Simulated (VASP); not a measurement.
Here is the system:

```yaml
crystal:
  lattice:
    - [0.00000, 2.75210, 2.75210]
    - [2.75210, 0.00000, 2.75210]
    - [2.75210, 2.75210, 0.00000]
  atoms:
    - { symbol: Mg, position: [0.00000, 0.00000, 0.00000] }
    - { symbol: Se, position: [0.50000, 0.50000, 0.50000] }
```

Computed with PBE GGA, VASP's PBE PAW potentials (set 64) (plane waves; VASP 6.6.1). Settings: 520 eV cut-off, 8×8×8 Γ-centred mesh, Gaussian smearing of 0.050 eV, potentials Mg Se.

Problem. Predict the energy per atom (σ→0), band gap (on the k-mesh) with the smallest direct gap where there is one.

Solution. 
```json
{
 "band gap (on the k-mesh)": "1.75 eV",
 "smallest direct gap (on the k-mesh)": "2.40 eV",
 "energy per atom (σ→0)": "-3.745 eV/atom"
}
```

Total energies compare only between runs with the same potentials, cut-off and functional.

The compound is MgSe in the rock salt structure. It was relaxed first. The start is the result of an earlier pass.
